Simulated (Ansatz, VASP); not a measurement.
## Cross-check of CoSi2 between VASP and Ansatz

One calculation is typed for both programs; each brings its own data sets and cutoff. How far apart do they land?

Main program and level: Ansatz 0.2.0; plane waves, with VASP 6.6.1 beside it; single point at PBEsol.

### 1. The structure

It takes space group Fm-3m (No. 225, cubic). Conventional cell: a = 5.313 Å, b = 5.313 Å, c = 5.313 Å, α = 90.00°, β = 90.00°, γ = 90.00°. Nearest to Co lie 8 Si at 2.30 Å. Nearest to Si lie 4 Co at 2.30 Å. Farther neighbours are not listed.

### 2. Ansatz: single point, PBEsol

Ansatz runs on its default PAW (the set named soft_2) files.

With cell and atoms fixed, the geometry can't cause a difference; cores, projectors, grids and the points listed under the comparison can.

input.yaml reads:

```yaml
crystal:
  lattice:
    - [0.0, 2.6563968849, 2.6563968849]
    - [2.6563968849, 0.0, 2.6563968849]
    - [2.6563968849, 2.6563968849, 0.0]
  atoms:
    - { symbol: Co, position: [0.0, 0.0, 0.0] }
    - { symbol: Si, position: [0.25, 0.25, 0.25] }
    - { symbol: Si, position: [0.75, 0.75, 0.75] }
hamiltonian:
  xc: pbesol
  pseudopotentials: { kind: paw }
kpoints:
  mp_grid: { grid: [20, 20, 20] }
scf:
  occupations: { method: fermi_dirac, width: 0.2 }
  n_extra_bands: 4
output:
  forces: true
  stress: true
  eigenvalues: true
```

On the command line:

```bash
> ansatz run input.yaml --threads 2 --pin off --max-ram 4608MiB --backend cpu --events-out ev --progress --plain --runs-dir out
```

Numbers of over 12 decimals in the logs are rounded to 6 here.

The log of the run:

```text
scf.n_extra_bands = 4 over 13 filled bands (N_el = 25.0): the run solves 17 bands
Engine: ansatz 0.2.0, x86_64-unknown-linux-gnu
Pseudopotentials: kind: paw
Pseudopotential: Co, paw, valence charge 17, recommended cutoff 420 eV (normal), Co.paw.azcp
Pseudopotential: Si, paw, valence charge 4, recommended cutoff 420 eV (normal), Si.paw.azcp
Functional definition: PBEsol
  exchange = pbesol_x
  correlation = pbesol_c
Crystal: 3 atoms, lattice volume = 37.489 Å³
Basis set: ecut = 420 eV, 725 PW (Γ), exchange–correlation on 54×54×54 points (8 copies of the dense FFT grid, shifted against one another)
Bands: 17, of which v1, the nominal top of the filled ones, is band 13 counted from 1 (12 counted from 0)
Symmetry: 48 space group operations
Space group: Fm-3m (ITA 225), of the structure as read, at distance tolerance 3.3e-5 Å
k-points: 256 of 8000
Non-local potential: Co, projectors of the file, l = 0: 3, l = 1: 2, l = 2: 3, l = 3: 1
Non-local potential: Si, projectors of the file, l = 0: 2, l = 1: 2, l = 2: 2
PAW form: soft (Blöchl's): semilocal exchange-correlation on the pseudo side does not see the compensation charge
PAW frozen core: Co, regenerated for the run's functional, and the local potential with it (the file was generated under x = pbe(κ = 0.804, μ = 0.219515), c = pbe(β = 0.066725))
PAW frozen core: Si, regenerated for the run's functional, and the local potential with it (the file was generated under x = pbe(κ = 0.804, μ = 0.219515), c = pbe(β = 0.066725))
PAW one-centre angular grid: Co, 590 points (default); XC on 64 Gauss nodes
PAW one-centre angular grid: Si, 110 points (default); XC on 64 Gauss nodes
Initial density: superposition of atomic densities (neutral atoms: chi_scale 0, normalization atom), corrected by the library's trained network
Initial wavefunctions: pseudopotential atomic-orbital guess
Functional: x = pbesol(κ = 0.804, μ = 0.123457), c = pbesol(β = 0.046)
SCF iter   1: F=—  HF=-6337.800433 eV  |F-HF|=—  |Δ(HF+E_count)|=         —  Δρ=2.00e-2  dr2=1.07e-1  ethr=1.77e-3  ⟨swp⟩=5.0  Hψ=21842  notcnv=0
preconditioner: auto → Kerker (q_TF=auto, 2.550 Å⁻¹)  [metal: Δε(μ)=0.026 eV  Ē_g=8.343 eV  σ=0.200 eV  W_gap=0.03  n_scr=14 (ndim 8)  ℏωp=25.0 eV  f_vac=0.002  D(μ)=1.07/eV (n_scr^D=8)]
SCF iter   2: F=—  HF=-6337.791258 eV  |F-HF|=—  |Δ(HF+E_count)|=   9.17e-3  Δρ=6.62e-3  dr2=1.57e-2  ethr=4.28e-4  ⟨swp⟩=1.0  Hψ=6401  notcnv=0
SCF iter   3: F=—  HF=-6337.789961 eV  |F-HF|=—  |Δ(HF+E_count)|=   1.30e-3  Δρ=1.26e-3  dr2=1.14e-3  ethr=6.30e-5  ⟨swp⟩=1.0  Hψ=4353  notcnv=0
SCF iter   4: F=—  HF=-6337.789977 eV  |F-HF|=—  |Δ(HF+E_count)|=   1.50e-5  Δρ=5.18e-4  dr2=1.22e-4  ethr=4.57e-6  ⟨swp⟩=2.9  Hψ=6854  notcnv=0
SCF iter   5: F=—  HF=-6337.789984 eV  |F-HF|=—  |Δ(HF+E_count)|=   7.12e-6  Δρ=1.22e-4  dr2=6.55e-6  ethr=4.90e-7  ⟨swp⟩=2.4  Hψ=6863  notcnv=0
SCF iter   6: F=—  HF=-6337.789979 eV  |F-HF|=—  |Δ(HF+E_count)|=   4.77e-6  Δρ=5.68e-5  dr2=6.09e-7  ethr=2.62e-8  ⟨swp⟩=2.4  Hψ=7431  notcnv=0
SCF iter   7: F=—  HF=-6337.789979 eV  |F-HF|=—  |Δ(HF+E_count)|=   3.86e-8  Δρ=2.02e-5  dr2=1.18e-7  ethr=4.00e-10  ⟨swp⟩=5.9  Hψ=19608  notcnv=0
SCF iter   8: F=-6337.789979 eV  HF=-6337.789979 eV  |F-HF|=3.13e-9  |Δ(HF+E_count)|=   1.02e-8  Δρ=3.90e-6  dr2=4.44e-9  ethr=4.00e-10  ⟨swp⟩=4.0  Hψ=13725  notcnv=0
SCF 1 converged in 8 iterations: F = -6337.789979 eV  dr2 = 4.44e-9
  greatest PAW one-centre occupation: 1.000 electrons in one spin orbital (limit 2), on the Co atom at site 0 (counted from 0), in its partial waves of l = 1
SCF converged after 8 iterations
Free energy (F): -6337.789979 eV
Harris-Foulkes:  -6337.789979 eV  (|F-HF|=3.13e-9)
Internal energy: -6337.646602 eV  (E = F + TS)
E sigma→0 (E₀):  -6337.718291 eV
Entropy (-TS):   -0.143376 eV (-47.792 meV/atom)
Fermi energy:    13.232928 eV
--- Per-component energies (eV) ---
  E_band       = -277.145094
  E_kinetic    = 549.712257
  E_local      = -4069.554050  (includes V_loc(G=0)·N_el)
  E_nonlocal   = 503.781668
  E_hartree    = 1770.185636
  E_xc         = -272.854774
  E_vxc        = -305.918545  (∫ρ·V_xc dr)
  E_paw        = -2481.827454  (= ΣΔE_a)
  E_vpaw       = -495.532393  (= ΣTr[D̂ρ^β])
  E_aug_tail   = 0.000075  (compensation charges beyond the density's cutoff)
  E_ewald      = -2337.341500
  E_core_change = 0.251541  (= ΣΔE_core)
  E_smearing   = -0.143376  (= −TS)
  E_closure    = 0.000000  (closes the sum)
  Σ components = -6337.789979   (vs F -6337.789979, Δ=0.00e0)
--- Forces (eV/Å), atoms counted from 1 ---
  atom   1  Co    -0.00000000     0.00000000    -0.00000000
  atom   2  Si     0.00000000     0.00000000    -0.00000000
  atom   3  Si    -0.00000000    -0.00000000    -0.00000000
  max |Σ_I F_I| component: 9.25e-18 eV/Å
--- Stress (GPa, compression-positive) ---
        0.324056       0.000000      -0.000000
        0.000000       0.324056      -0.000000
        0.000000       0.000000       0.324056
  P = ⅓ Tr σ = 0.3241 GPa (3.241 kbar)
--- Band table (eV; the first three rows and the last of 256) ---
  k-point 0: bands = [... 9 lower, 11.1789, 14.1957, 16.5888, 16.5888, 16.5888, 16.7164, 16.7164, 16.7164]
  k-point 1: bands = [... 9 lower, 11.1664, 14.2305, 15.7309, 16.1867, 16.1867, 17.1390, 17.1390, 17.6038]
  k-point 2: bands = [... 9 lower, 11.1327, 14.1590, 15.0756, 15.7426, 15.7426, 17.5908, 17.5908, 18.4958]
  k-point 255: bands = [... 9 lower, 10.7907, 11.1309, 11.6553, 12.4706, 16.9335, 16.9335, 18.9648, 19.8521]
```

The job ended after 3.6 s (2 threads of Intel Xeon 6975P-C (Granite Rapids), shared host; peak memory 0.45 GiB; 6.5 s of CPU time).

Reading the cycles: dr2 is the Hartree energy of the density residual (eV), the measure of convergence; HF is the Harris–Foulkes estimate of the energy, which meets the free energy F at convergence.

The run ends at a pressure of 0.32 GPa.

### 3. VASP: single point, PBEsol

The same cell, functional, mesh and smearing now go to VASP, with its own data sets and cutoff.

Lines of VASP's logs that name or quote its potential files are left out, and so is its time.

INCAR reads:

```
SYSTEM = CoSi2
PREC = Accurate
ENCUT = 450
EDIFF = 1E-08
NELM = 100
ISMEAR = -1
SIGMA = 0.2
LREAL = .FALSE.
ALGO = Normal
GGA = PS
NBANDS = 32
LASPH = .TRUE.
LORBIT = 11
LWAVE = .FALSE.
LCHARG = .FALSE.
KPAR = 2
ISIF = 2
```

POSCAR reads:

```
CoSi2
1.0
    0.0000000000      2.6563968849      2.6563968849
    2.6563968849      0.0000000000      2.6563968849
    2.6563968849      2.6563968849      0.0000000000
Co Si
1 2
Direct
    0.0000000000      0.0000000000      0.0000000000
    0.2500000000      0.2500000000      0.2500000000
    0.7500000000      0.7500000000      0.7500000000
```

KPOINTS reads:

```
Automatic mesh
0
Gamma
20 20 20
0 0 0
```

PAW data sets: Co and Si (PBE family, release 64).

On the command line:

```bash
> mpirun -np 2 vasp_std
```

The log of the run:

```text
[banner, memory and clock lines left out]
running    2 mpi-ranks, on    1 nodes
 distrk:  each k-point on    1 cores,    2 groups
 distr:  one band on    1 cores,    1 groups

 POSCAR found type information on POSCAR CoSi
 POSCAR found :  2 types and       3 ions
|                                                                             |
|               ----> ADVICE to this user running VASP <----                  |
|                                                                             |
|     You enforced a specific xc type in the INCAR file but a different       |
|     [... a line on the potential file left out ...]
|     I HOPE YOU KNOW WHAT YOU ARE DOING!                                     |
|                                                                             |

 LDA part: xc-table for (Slater+PW92), standard interpolation
 POSCAR, INCAR and KPOINTS ok, starting setup
 FFT: planning ... GRIDC
 FFT: planning ... GRID_SOFT
 FFT: planning ... GRID
 WAVECAR not read
 entering main loop
       N       E                     dE             d eps       ncg     rms          rms(c)
DAV:   1     0.669260841598E+02    0.66926E+02   -0.49790E+03 16704   0.452E+02
DAV:   2    -0.167820200012E+02   -0.83708E+02   -0.70878E+02 17352   0.130E+02
DAV:   3    -0.226273981287E+02   -0.58454E+01   -0.55621E+01 20320   0.332E+01
DAV:   4    -0.227083593971E+02   -0.80961E-01   -0.80833E-01 19200   0.377E+00
DAV:   5    -0.227099092877E+02   -0.15499E-02   -0.15497E-02 22408   0.488E-01    0.155E+01
DAV:   6    -0.266219450815E+02   -0.39120E+01   -0.13444E+01 21880   0.543E+01    0.181E+01
DAV:   7    -0.211413680312E+02    0.54806E+01   -0.58964E+00 21400   0.411E+01    0.323E+00
DAV:   8    -0.210803805463E+02    0.60987E-01   -0.22049E-01 19376   0.179E+00    0.171E+00
DAV:   9    -0.210519178320E+02    0.28463E-01   -0.44389E-02 22704   0.230E+00    0.444E-01
DAV:  10    -0.210519024950E+02    0.15337E-04   -0.32718E-03 24464   0.651E-01    0.164E-01
DAV:  11    -0.210516269926E+02    0.27550E-03   -0.59588E-04 24216   0.285E-01    0.250E-02
DAV:  12    -0.210516334609E+02   -0.64683E-05   -0.32770E-05 19680   0.220E-02    0.133E-02
DAV:  13    -0.210516331576E+02    0.30329E-06   -0.23226E-06 20184   0.175E-02    0.580E-03
DAV:  14    -0.210516331150E+02    0.42581E-07   -0.28841E-07 24184   0.590E-03    0.181E-03
DAV:  15    -0.210516332136E+02   -0.98578E-07   -0.18049E-08 21400   0.105E-03    0.278E-04
DAV:  16    -0.210516332369E+02   -0.23265E-07   -0.51901E-09 12688   0.296E-04    0.172E-04
DAV:  17    -0.210516332278E+02    0.91077E-08   -0.19160E-10 11488   0.732E-05
   1 F= -.21051633E+02 E0= -.20980024E+02  d E =-.143218E+00
```

OUTCAR, selected parts (step 3):

```text
ion  position               nearest neighbor table
   1  0.000  0.000  0.000-   2 2.30   3 2.30   3 2.30   3 2.30   3 2.30   2 2.30   2 2.30   2 2.30

  LATTYP: Found a face centered cubic cell.
 ALAT       =     5.3127937698

 Subroutine GETGRP returns: Found 48 space group operations
 (whereof 48 operations were pure point group operations)

The static configuration has the point symmetry O_h .

 Found    256 irreducible k-points:

   k-points           NKPTS =    256   k-points in BZ     NKDIM =    256   number of bands    NBANDS=     32

   dimension x,y,z NGX =    28 NGY =   28 NGZ =   28
   dimension x,y,z NGXF=    56 NGYF=   56 NGZF=   56

   ENCUT  =  450.0 eV  33.07 Ry    5.75 a.u.   6.50  6.50  6.50*2*pi/ulx,y,z

   NELECT =      17.0000    total number of electrons

 k-points in reciprocal lattice and weights: Automatic mesh
   0.00000000  0.00000000  0.00000000       0.000
   0.05000000  0.00000000  0.00000000       0.001
   0.10000000  0.00000000  0.00000000       0.001
   0.15000000  0.00000000  0.00000000       0.001
   0.20000000  0.00000000  0.00000000       0.001
   0.25000000  0.00000000  0.00000000       0.001
   0.30000000  0.00000000  0.00000000       0.001
   0.35000000  0.00000000  0.00000000       0.001
   0.40000000  0.00000000  0.00000000       0.001
[...]
-0.30000000  0.50000000  0.20000000       0.002
  -0.25000000  0.50000000  0.25000000       0.001

 average (electrostatic) potential at core
       1 -77.7955       2 -78.8337       3 -78.8337

 E-fermi :  10.3846

 k-point     1 :       0.0000    0.0000    0.0000
  band No.  band energies     occupation
    ...
      2       6.1310      2.00000
      3       6.1310      2.00000
      4       6.1310      2.00000
      5       8.3303      1.99993
      6       8.3303      1.99993
      7      11.3619      0.01498
      8      13.7596      0.00000
      9      13.7596      0.00000
     10      13.7596      0.00000
     11      13.8479      0.00000
    ...

 k-point     2 :       0.0500    0.0000    0.0000
  band No.  band energies     occupation
    ...
      2       6.0388      2.00000
      3       6.1450      2.00000
      4       6.1450      2.00000
      5       8.3180      1.99993
      6       8.3180      1.99993
      7      11.3944      0.01275
      8      12.8854      0.00001
      9      13.3398      0.00000
     10      13.3398      0.00000
     11      14.2888      0.00000
    ...

 k-point     3 :       0.1000    0.0000    0.0000
  band No.  band energies     occupation
    ...
      2       5.7744      2.00000
      3       6.1856      2.00000
      4       6.1856      2.00000
      5       8.2846      1.99994
      6       8.2846      1.99994
      7      11.3127      0.01912
      8      12.2388      0.00019
      9      12.8950      0.00001
     10      12.8950      0.00001
     11      14.7427      0.00000
    ...

  Total        0.0947914      0.0947914      0.0947914      0.0000000     -0.0000000      0.0000000
  in kB        4.0510787      4.0510787      4.0510787      0.0000000     -0.0000000      0.0000000
  external PRESSURE =       4.0510787 kB  Pullay stress =       0.0000000 kB

  energy-cutoff  :      450.00
  volume of cell :       37.49
      direct lattice vectors                 reciprocal lattice vectors
     0.000000000  2.656396885  2.656396885    -0.188224886  0.188224886  0.188224886
     2.656396885  0.000000000  2.656396885     0.188224886 -0.188224886  0.188224886
     2.656396885  2.656396885  0.000000000     0.188224886  0.188224886 -0.188224886

 POSITION                                       TOTAL-FORCE (eV/Angst)
 -----------------------------------------------------------------------------------
      0.00000      0.00000      0.00000        -0.000000     -0.000000     -0.000000
      1.32820      1.32820      1.32820        -0.000000     -0.000000     -0.000000
      3.98460      3.98460      3.98460         0.000000      0.000000      0.000000
 -----------------------------------------------------------------------------------
    total drift:                               -0.000000     -0.000000      0.000000

  FREE ENERGIE OF THE ION-ELECTRON SYSTEM (eV)
  ---------------------------------------------------
  free  energy   TOTEN  =       -21.0516332278 eV

  energy  without entropy=      -20.9084155294  energy(sigma->0) =      -20.98002438

 total charge
# of ion       s       p       d       tot
------------------------------------------
    1        0.556   0.754   7.623   8.932
    2        0.717   0.887   0.000   1.604
    3        0.717   0.887   0.000   1.604
--------------------------------------------------
tot          1.990   2.528   7.623  12.140

[... 3 further parts left out ...]
```

This run has no spin polarisation, so a moment on Co, if there is one, isn't seen. Its electron count is odd, so without a moment it is a metal by construction.

### 4. Side by side

Known differences besides the potentials themselves: the data sets hold 25 valence electrons in Ansatz (default PAW (the set named soft_2) files) and 17 in VASP; the cutoff is 420 eV in Ansatz and 450 eV in VASP; Ansatz makes its cores anew for this functional, VASP keeps those of its PBE data sets. Total energies have different zeros and are not compared.

The two programs side by side:

```csv
quantity,Ansatz,VASP,difference
pressure (GPa),0.32,0.41,-0.08
pressure without Ansatz's Pulay correction (GPa),0.24,0.41,-0.16
```

Ansatz's pressure holds a Pulay correction of 0.08 GPa; VASP's holds none.

### 5. What the set-up changes

Further runs change the set-up of one program: Ansatz's method, potentials or start, or VASP's data sets, cutoff or form of LDA. The table gives Ansatz less VASP for each quantity, since a change that brings one quantity closer may part another.

```csv
run,pressure (GPa)
as above,-0.081
Ansatz's all-electron LAPW method,-0.062
```

### 6. Summary of results

```yaml
difference_in_pressure_single_point_pbesol: -0.081 GPa
```

**Reading.** The difference in pressure is -0.081 GPa (single point, PBEsol), within the 1 GPa picked in this series as the mark of a large difference. For single point, PBEsol, no further run moves any of the tabulated differences by more than a quarter of its size. Such differences can come from data sets, numerical settings and the points named under the comparisons, not from the functional's error against experiment.

[Lines on the potential files, build, host, timing and source positions are cut from VASP's logs without a mark.]

[Logs are printed without paths, hosts, clocks, repeated set-up lines and the standing remarks that a program may print on its own settings, such as how far it seeks lower states.]

[Hosts, paths, dates, database ids (printed as entryN), source tags and the programs' standing remarks are cut or masked in the printed files.]
